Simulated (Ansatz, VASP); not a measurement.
# InB2 in two plane-wave programs

One calculation is typed for both programs; each brings its own data sets. How far apart do they land? The cell is generated by rule, not measured, and may not be a known phase. The cell is taken from a series of runs on this material, whose earlier steps may have relaxed, scaled, displaced or heated it; both programs get it as it stands.

Method: plane waves, with VASP 6.6.1 beside it; single point at PBEsol, in Ansatz 0.2.0.

The structure was built from a prototype and need not be the compound's stable phase.

**1. The starting structure**

It takes space group F-43m (No. 216, cubic). The conventional cell has a = 6.593 Å, b = 6.593 Å, c = 6.593 Å, α = 90.00°, β = 90.00°, γ = 90.00°. Nearest to In lie 12 B at 2.74 Å and 4 In at 2.85 Å. Nearest to In lie 12 B at 2.73 Å and 4 In at 2.85 Å. Nearest to B lie 6 B at 2.27 to 2.40 Å and 6 In at 2.73 to 2.74 Å. Farther neighbours are not listed.

**2. VASP: single point, PBEsol, pair 1**

With cell and atoms fixed, the geometry can't cause a difference; cores, projectors, grids and the points listed under the comparison can.

Lines of VASP's logs that name or quote its potential files are left out, and so is its time.

INCAR reads:

```
SYSTEM = InB2
PREC = Accurate
ENCUT = 500
EDIFF = 1E-06
NELM = 120
ISMEAR = 1
SIGMA = 0.2
LREAL = .FALSE.
ALGO = Normal
GGA = PS
NBANDS = 25
LORBIT = 11
LWAVE = .FALSE.
LCHARG = .FALSE.
ISIF = 2
LASPH = .TRUE.
GGA_COMPAT = .FALSE.
KPAR = 2
```

POSCAR reads:

```
InB2
1.0
    0.0000000000      3.2962511070      3.2962511070
    3.2962511070      0.0000000000      3.2962511070
    3.2962511070      3.2962511070      0.0000000000
In B
2 4
Direct
    0.7500000000      0.7500000000      0.7500000000
    0.5000000000      0.5000000000      0.5000000000
    0.1285030721      0.6144907836      0.1285030721
    0.1285030721      0.1285030721      0.6144907836
    0.6144907836      0.1285030721      0.1285030721
    0.1285030721      0.1285030721      0.1285030721
```

KPOINTS reads:

```
Automatic mesh
0
Gamma
12 12 12
0 0 0
```

The projector-augmented-wave data sets are In_d and B (PBE family, release 64).

Started as:

```sh
$ mpirun -np 2 vasp_std
```

Numbers of over 12 decimals in the logs are rounded to 6 here.

The program printed:

```text
[banner, memory and clock lines left out]
running    2 mpi-ranks, on    1 nodes
 distrk:  each k-point on    1 cores,    2 groups
 distr:  one band on    1 cores,    1 groups

 POSCAR found type information on POSCAR InB
 POSCAR found :  2 types and       6 ions
|                                                                             |
|               ----> ADVICE to this user running VASP <----                  |
|                                                                             |
|     You enforced a specific xc type in the INCAR file but a different       |
|     [... a line on the potential file left out ...]
|     I HOPE YOU KNOW WHAT YOU ARE DOING!                                     |
|                                                                             |

 LDA part: xc-table for (Slater+PW92), standard interpolation
 POSCAR, INCAR and KPOINTS ok, starting setup
 FFT: planning ... GRIDC
 FFT: planning ... GRID_SOFT
 FFT: planning ... GRID
 WAVECAR not read
 entering main loop
       N       E                     dE             d eps       ncg     rms          rms(c)
DAV:   1     0.289667497318E+03    0.28967E+03   -0.17768E+04  3600   0.192E+03
DAV:   2     0.295198737217E+00   -0.28937E+03   -0.28318E+03  3715   0.418E+02
DAV:   3    -0.239570282354E+02   -0.24252E+02   -0.23766E+02  4493   0.135E+02
DAV:   4    -0.247405713742E+02   -0.78354E+00   -0.77746E+00  4574   0.227E+01
DAV:   5    -0.247685410692E+02   -0.27970E-01   -0.27960E-01  5607   0.394E+00    0.798E+00
DAV:   6    -0.240042791543E+02    0.76426E+00   -0.21718E+00  5331   0.240E+01    0.458E+00
DAV:   7    -0.239607540171E+02    0.43525E-01   -0.36515E-01  5843   0.445E+00    0.143E+00
DAV:   8    -0.239493011379E+02    0.11453E-01   -0.31966E-02  5162   0.204E+00    0.321E-01
DAV:   9    -0.239478847743E+02    0.14164E-02   -0.48023E-03  5290   0.111E+00    0.133E-01
DAV:  10    -0.239477532124E+02    0.13156E-03   -0.66708E-04  5776   0.353E-01    0.701E-02
DAV:  11    -0.239477551601E+02   -0.19477E-05   -0.10023E-04  5509   0.100E-01    0.266E-02
DAV:  12    -0.239477527140E+02    0.24461E-05   -0.20412E-05  4640   0.346E-02    0.945E-03
DAV:  13    -0.239477528042E+02   -0.90190E-07   -0.84121E-07  2525   0.863E-03
   1 F= -.23947753E+02 E0= -.23948135E+02  d E =0.114532E-02
```

OUTCAR, selected parts (step 2):

```text
ion  position               nearest neighbor table
   1  0.750  0.750  0.750-   3 2.74   4 2.74   5 2.74   6 2.74   6 2.74   6 2.74   4 2.74   5 2.74
                             4 2.74   3 2.74   5 2.74   3 2.74   2 2.85   2 2.85   2 2.85   2 2.85
   2  0.500  0.500  0.500-   3 2.73   4 2.73   4 2.73   5 2.73   3 2.73   5 2.73   6 2.73   6 2.73
                             6 2.73   3 2.73   4 2.73   5 2.73   1 2.85   1 2.85   1 2.85   1 2.85
   3  0.129  0.614  0.129-   2 2.73   2 2.73   2 2.73   1 2.74   1 2.74   1 2.74
   4  0.129  0.129  0.614-   2 2.73   2 2.73   2 2.73   1 2.74   1 2.74   1 2.74
   5  0.614  0.129  0.129-   2 2.73   2 2.73   2 2.73   1 2.74   1 2.74   1 2.74
   6  0.129  0.129  0.129-   2 2.73   2 2.73   2 2.73   1 2.74   1 2.74   1 2.74

  LATTYP: Found a face centered cubic cell.
 ALAT       =     6.5925022140

 Subroutine GETGRP returns: Found 24 space group operations
 (whereof 24 operations were pure point group operations)

The static configuration has the point symmetry T_d .

 Found     72 irreducible k-points:

   k-points           NKPTS =     72   k-points in BZ     NKDIM =     72   number of bands    NBANDS=     25

   dimension x,y,z NGX =    36 NGY =   36 NGZ =   36
   dimension x,y,z NGXF=    72 NGYF=   72 NGZF=   72

   ENCUT  =  500.0 eV  36.75 Ry    6.06 a.u.   8.50  8.50  8.50*2*pi/ulx,y,z

   NELECT =      38.0000    total number of electrons

 k-points in reciprocal lattice and weights: Automatic mesh
   0.00000000  0.00000000  0.00000000       0.001
   0.08333333  0.00000000  0.00000000       0.005
   0.16666667  0.00000000  0.00000000       0.005
   0.25000000  0.00000000  0.00000000       0.005
   0.33333333  0.00000000  0.00000000       0.005
   0.41666667  0.00000000  0.00000000       0.005
   0.50000000  0.00000000  0.00000000       0.002
   0.08333333  0.08333333  0.00000000       0.003
   0.16666667  0.08333333  0.00000000       0.014
[...]
-0.33333333  0.50000000  0.16666667       0.007
  -0.25000000  0.50000000  0.25000000       0.003

 average (electrostatic) potential at core
       1 -92.3100       2 -92.3180       3 -25.0860       4 -25.0860       5 -25.0860
       6 -25.0860

 E-fermi :   9.0698

 k-point     1 :       0.0000    0.0000    0.0000
  band No.  band energies     occupation
    ...
     17       5.8106      2.00000
     18       5.8106      2.00000
     19       6.0834      2.00000
     20       8.0929      2.00000
     21       8.0929      2.00000
     22       9.9807     -0.00000
     23       9.9807     -0.00000
     24       9.9807     -0.00000
     25      11.0335     -0.00000

 k-point     2 :       0.0833    0.0000    0.0000
  band No.  band energies     occupation
    ...
     17       6.0375      2.00000
     18       6.0584      2.00000
     19       6.9166      2.00000
     20       7.7359      2.00000
     21       7.7359      2.00000
     22       9.3852     -0.04826
     23      10.4763     -0.00000
     24      10.4763     -0.00000
     25      11.8929     -0.00000

 k-point     3 :       0.1667    0.0000    0.0000
  band No.  band energies     occupation
    ...
     18       6.4639      2.00000
     19       7.3228      2.00000
     20       7.3228      2.00000
     21       8.1269      2.00000
     22       8.8758      2.04346
     23      11.4713     -0.00000
     24      11.4713     -0.00000
     25      13.3196      0.00000

  Total       -0.1208757     -0.1208757     -0.1208757      0.0000000      0.0000000      0.0000000
  in kB       -2.7037009     -2.7037009     -2.7037009      0.0000000      0.0000000      0.0000000
  external PRESSURE =      -2.7037009 kB  Pullay stress =       0.0000000 kB

  energy-cutoff  :      500.00
  volume of cell :       71.63
      direct lattice vectors                 reciprocal lattice vectors
     0.000000000  3.296251107  3.296251107    -0.151687473  0.151687473  0.151687473
     3.296251107  0.000000000  3.296251107     0.151687473 -0.151687473  0.151687473
     3.296251107  3.296251107  0.000000000     0.151687473  0.151687473 -0.151687473

 POSITION                                       TOTAL-FORCE (eV/Angst)
 -----------------------------------------------------------------------------------
      4.94438      4.94438      4.94438         0.000000      0.000000     -0.000000
      3.29625      3.29625      3.29625         0.000000      0.000000     -0.000000
      2.44909      0.84716      2.44909        -0.229763      0.229763     -0.229763
      2.44909      2.44909      0.84716        -0.229763     -0.229763      0.229763
      0.84716      2.44909      2.44909         0.229763     -0.229763     -0.229763
      0.84716      0.84716      0.84716         0.229763      0.229763      0.229763
 -----------------------------------------------------------------------------------
    total drift:                               -0.000000     -0.000000      0.000001

  FREE ENERGIE OF THE ION-ELECTRON SYSTEM (eV)
  ---------------------------------------------------
  free  energy   TOTEN  =       -23.9477528042 eV

  energy  without entropy=      -23.9488981232  energy(sigma->0) =      -23.94813458

 total charge
# of ion       s       p       d       tot
------------------------------------------
    1        0.881   0.679   9.971  11.531
    2        0.884   0.684   9.974  11.542
    3        0.737   0.765   0.000   1.502
    4        0.737   0.765   0.000   1.502
    5        0.737   0.765   0.000   1.502
    6        0.737   0.765   0.000   1.502
--------------------------------------------------
tot          4.713   4.421  19.945  29.080

[... 3 further parts left out ...]
```

The run ends at a pressure of -0.27 GPa, with forces up to 0.40 eV/Å.

**3. Ansatz: single point, PBEsol, pair 1**

Ansatz runs on norm-conserving files, of PseudoDojo where its log says so.

The same cell, functional, mesh and smearing now go to Ansatz, which takes its cutoff from its data sets.

input.yaml reads:

```yaml
crystal:
  lattice:
    - [0.0, 3.296251107, 3.296251107]
    - [3.296251107, 0.0, 3.296251107]
    - [3.296251107, 3.296251107, 0.0]
  atoms:
    - { symbol: In, position: [0.75, 0.75, 0.75] }
    - { symbol: In, position: [0.5, 0.5, 0.5] }
    - { symbol: B, position: [0.1285030721, 0.6144907836, 0.1285030721] }
    - { symbol: B, position: [0.1285030721, 0.1285030721, 0.6144907836] }
    - { symbol: B, position: [0.6144907836, 0.1285030721, 0.1285030721] }
    - { symbol: B, position: [0.1285030721, 0.1285030721, 0.1285030721] }
kpoints:
  mp_grid: { grid: [12, 12, 12] }
hamiltonian:
  xc: pbesol
  pseudopotentials: { kind: nc }
scf:
  occupations: { method: methfessel_paxton, width: 0.2 }
output:
  forces: true
  stress: true
  eigenvalues: true
```

Started as:

```sh
$ ansatz run input.yaml --threads 8 --pin off --max-ram 14336MiB --backend cpu --events-out ev --progress --plain --runs-dir out
```

The program printed:

```text
Engine: ansatz 0.2.0, x86_64-unknown-linux-gnu
Pseudopotentials: kind: nc
Pseudopotential: In, nc, valence charge 13, recommended cutoff 952.398519 eV (normal), In.nc.azcp (PseudoDojo's, or run here from an input of PseudoDojo's: the run reads no file of this project's for it)
Pseudopotential: B, nc, valence charge 3, recommended cutoff 1034.032677 eV (normal), B.nc.azcp (PseudoDojo's, or run here from an input of PseudoDojo's: the run reads no file of this project's for it)
Functional definition: PBEsol
  exchange = pbesol_x
  correlation = pbesol_c
Crystal: 6 atoms, lattice volume = 71.629 Å³
Basis set: ecut = 1034.032677 eV, 5329 PW (Γ), exchange–correlation on 100×100×100 points (8 copies of the dense FFT grid, shifted against one another)
Bands: 25, of which v1, the nominal top of the filled ones, is band 19 counted from 1 (18 counted from 0)
Symmetry: 24 space group operations
Space group: F-43m (ITA 216), of the structure as read, at distance tolerance 4.2e-5 Å
k-points: 72 of 1728 (time reversal used)
Non-local potential: In, projectors of the file, l = 0: 2, l = 1: 2, l = 2: 2
Non-local potential: B, projectors of the file, l = 0: 2, l = 1: 2
Initial density: superposition of atomic densities (chi_scale 0.1, normalization cell, long waves kept (reshape's long-wave potential 0.00 eV rms))
Initial wavefunctions: pseudopotential atomic-orbital guess
Functional: x = pbesol(κ = 0.804, μ = 0.123457), c = pbesol(β = 0.046)
SCF iter   1: F=—  HF=-3918.060936 eV  |F-HF|=—  |Δ(HF+E_count)|=         —  Δρ=2.91e-2  dr2=1.62e0  ethr=3.10e-3  ⟨swp⟩=5.8  Hψ=7384  notcnv=0
preconditioner: auto → Kerker (q_TF=auto, 2.455 Å⁻¹)  [metal: Δε(μ)=0.039 eV  Ē_g=12.236 eV  σ=0.200 eV  W_gap=0.16  n_scr=14 (ndim 8)  ℏωp=27.0 eV  f_vac=0.000  D(μ)=2.21/eV (n_scr^D=14)]
SCF iter   2: F=—  HF=-3917.717663 eV  |F-HF|=—  |Δ(HF+E_count)|=   3.43e-1  S|Δr|=    0.00e0  Δρ=1.78e-2  dr2=5.55e-1  ethr=3.10e-3  ⟨swp⟩=1.3  Hψ=2427  notcnv=0
SCF iter   3: F=—  HF=-3917.543438 eV  |F-HF|=—  |Δ(HF+E_count)|=   1.74e-1  S|Δr|=    0.00e0  Δρ=3.01e-3  dr2=4.00e-3  ethr=1.46e-3  ⟨swp⟩=2.2  Hψ=2849  notcnv=0
SCF iter   4: F=—  HF=-3917.543488 eV  |F-HF|=—  |Δ(HF+E_count)|=   4.99e-5  S|Δr|=    0.00e0  Δρ=3.51e-4  dr2=8.08e-5  ethr=1.05e-5  ⟨swp⟩=2.8  Hψ=3418  notcnv=0  defer=8
SCF iter   5: F=—  HF=-3917.543384 eV  |F-HF|=—  |Δ(HF+E_count)|=   1.04e-4  S|Δr|=    0.00e0  Δρ=1.13e-4  dr2=3.68e-6  ethr=2.13e-7  ⟨swp⟩=3.9  Hψ=4714  notcnv=0  defer=56
SCF iter   6: F=—  HF=-3917.543383 eV  |F-HF|=—  |Δ(HF+E_count)|=   9.34e-7  S|Δr|=    0.00e0  Δρ=2.56e-5  dr2=2.26e-7  ethr=9.67e-9  ⟨swp⟩=2.5  Hψ=3483  notcnv=0  defer=56
SCF iter   7: F=-3917.543383 eV  HF=-3917.543383 eV  |F-HF|=5.36e-9  |Δ(HF+E_count)|=   7.87e-9  S|Δr|=    0.00e0  Δρ=4.67e-6  dr2=8.11e-9  ethr=2.63e-10  ⟨swp⟩=13.2  Hψ=11302  notcnv=0
SCF 1 converged in 7 iterations: F = -3917.543383 eV  dr2 = 8.11e-9
SCF converged after 7 iterations
Stability not checked: this state was not tested for a lower state beside it, because cold or Methfessel-Paxton smearing, or corrected tetrahedra, fill the levels in a way that the test cannot read (fill_not_monotonic; see scf.lower_state_search)
Free energy (F): -3917.543383 eV
Harris-Foulkes:  -3917.543383 eV  (|F-HF|=5.36e-9)
Internal energy: -3917.544553 eV  (E = F + TS)
E sigma→0 (E₀):  -3917.543675 eV
Entropy (-TS):   0.001170 eV (0.195 meV/atom)
Fermi energy:    12.555419 eV
--- Per-component energies (eV) ---
  E_band       = 81.167616
  E_kinetic    = 2465.582990
  E_local      = -2351.187401  (includes V_loc(G=0)·N_el)
  E_nonlocal   = -785.997118
  E_hartree    = 765.036361
  E_xc         = -1205.674048
  E_vxc        = -777.300649  (∫ρ·V_xc dr)
  E_ewald      = -2805.305338
  E_smearing   = 0.001170  (= −TS)
  E_closure    = 0.000000  (closes the sum)
  Σ components = -3917.543383   (vs F -3917.543383, Δ=0.00e0)
--- Forces (eV/Å), atoms counted from 1 ---
  atom   1  In    -0.00000000     0.00000000     0.00000000
  atom   2  In     0.00000000    -0.00000000     0.00000000
  atom   3  B     -0.22924638     0.22924638    -0.22924638
  atom   4  B     -0.22924638    -0.22924638     0.22924638
  atom   5  B      0.22924638    -0.22924638    -0.22924638
  atom   6  B      0.22924638     0.22924638     0.22924638
  max |Σ_I F_I| component: 1.39e-16 eV/Å
--- Stress (GPa, compression-positive) ---
        0.033356       0.000000      -0.000000
        0.000000       0.033356       0.000000
       -0.000000       0.000000       0.033356
  P = ⅓ Tr σ = 0.0334 GPa (0.334 kbar)
--- Band table (eV; the first three rows and the last of 72) ---
  k-point 0: bands = [... 15 lower, 9.2948, 9.2948, 9.2948, 9.5692, 11.5679, 11.5679, 13.4721, 13.4721, ... 2 higher]
  k-point 1: bands = [... 15 lower, 9.5215, 9.5215, 9.5435, 10.4020, 11.2120, 11.2120, 12.8667, 13.9668, ... 2 higher]
  k-point 2: bands = [... 15 lower, 9.8039, 9.8039, 9.9482, 10.8006, 10.8006, 11.6157, 12.3522, 14.9628, ... 2 higher]
  k-point 71: bands = [... 15 lower, 9.1074, 10.0997, 10.3957, 14.1548, 14.2494, 14.3263, 14.5504, 16.4144, ... 2 higher]
```

The run ends at a pressure of 0.03 GPa, with forces up to 0.40 eV/Å.

**4. Side by side**

Known differences besides the potentials themselves: the cutoff is 1034.03 eV in Ansatz and 500 eV in VASP. Total energies have different zeros and are not compared.

The two programs side by side:

```tsv
quantity	Ansatz	VASP	difference
pressure (GPa)	0.03	-0.27	+0.30
```

Forces (eV/Å; atoms numbered as in POSCAR):

```tsv
atom	Ansatz x, y, z	VASP x, y, z
In1	0.000, 0.000, 0.000	0.000, 0.000, 0.000
In2	0.000, 0.000, 0.000	0.000, 0.000, 0.000
B3	-0.229, 0.229, -0.229	-0.230, 0.230, -0.230
B4	-0.229, -0.229, 0.229	-0.230, -0.230, 0.230
B5	0.229, -0.229, -0.229	0.230, -0.230, -0.230
B6	0.229, 0.229, 0.229	0.230, 0.230, 0.230
```

The forces differ by 0.4 meV/Å r.m.s., which is 0.2 % of the r.m.s. force of 0.188 eV/Å (both taken over all components).

**5. VASP: single point, PBEsol, pair 2**

A single point gives forces, pressure and levels at one fixed geometry, so differences don't come from the geometry; what else differs is listed under the comparison.

INCAR is that of step 2.

POSCAR reads:

```
InB2
1.0
    0.0000000000      3.2962511070      3.2962511070
    3.2962511070      0.0000000000      3.2962511070
    3.2962511070      3.2962511070      0.0000000000
In B
2 4
Direct
    0.7500000000      0.7500000000      0.7500000000
    0.5000000000      0.5000000000      0.5000000000
    0.1320061443      0.6039815672      0.1320061443
    0.1320061443      0.1320061443      0.6039815672
    0.6039815672      0.1320061443      0.1320061443
    0.1320061443      0.1320061443      0.1320061443
```

KPOINTS is that of step 2.

Started as:

```sh
$ mpirun -np 2 vasp_std
```

The program printed:

```text
[banner, memory and clock lines left out]
running    2 mpi-ranks, on    1 nodes
[...]
[... a notice as in an earlier step ...]

 LDA part: xc-table for (Slater+PW92), standard interpolation
 POSCAR, INCAR and KPOINTS ok, starting setup
[...]
entering main loop
       N       E                     dE             d eps       ncg     rms          rms(c)
DAV:   1     0.290529239288E+03    0.29053E+03   -0.17780E+04  3600   0.192E+03
DAV:   2     0.450790924515E+00   -0.29008E+03   -0.28394E+03  3706   0.418E+02
DAV:   3    -0.240899370258E+02   -0.24541E+02   -0.24076E+02  4502   0.136E+02
DAV:   4    -0.248856164512E+02   -0.79568E+00   -0.78862E+00  4613   0.229E+01
[...]
DAV:  11    -0.240413599180E+02    0.19573E-06   -0.84776E-05  5601   0.899E-02    0.209E-02
DAV:  12    -0.240413584414E+02    0.14767E-05   -0.15751E-05  4241   0.265E-02    0.585E-03
DAV:  13    -0.240413585144E+02   -0.73014E-07   -0.67227E-07  2436   0.906E-03
   1 F= -.24041359E+02 E0= -.24041554E+02  d E =0.585127E-03
```

From OUTCAR (step 5):

```text
  Total       -0.0686550     -0.0686550     -0.0686550      0.0000000     -0.0000000      0.0000000
  in kB       -1.5356484     -1.5356484     -1.5356484      0.0000000     -0.0000000      0.0000000
  external PRESSURE =      -1.5356484 kB  Pullay stress =       0.0000000 kB

 POSITION                                       TOTAL-FORCE (eV/Angst)
 -----------------------------------------------------------------------------------
      4.94438      4.94438      4.94438         0.000000      0.000000     -0.000000
      3.29625      3.29625      3.29625         0.000000      0.000000     -0.000000
      2.42600      0.87025      2.42600        -0.441278      0.441278     -0.441278
      2.42600      2.42600      0.87025        -0.441278     -0.441278      0.441278
      0.87025      2.42600      2.42600         0.441278     -0.441278     -0.441278
      0.87025      0.87025      0.87025         0.441278      0.441278      0.441278
 -----------------------------------------------------------------------------------
    total drift:                               -0.000000     -0.000000      0.000001

  FREE ENERGIE OF THE ION-ELECTRON SYSTEM (eV)
  ---------------------------------------------------
  free  energy   TOTEN  =       -24.0413585144 eV

  energy  without entropy=      -24.0419436412  energy(sigma->0) =      -24.04155356

[... 2 parts as in an earlier step ...]

[... 1 further part left out ...]
[key lines of the parts left out:]
E-fermi :   9.0442
```

The run ends at a pressure of -0.15 GPa, with forces up to 0.76 eV/Å.

[end of part 1 of 2]

[Lines on the potential files, build, host, timing and source positions are cut from VASP's logs without a mark.]

[Logs are printed without paths, hosts, clocks, repeated set-up lines and the standing remarks that a program may print on its own settings, such as how far it seeks lower states.]

[Hosts, paths, dates, database ids (printed as entryN), source tags and the programs' standing remarks are cut or masked in the printed files.]
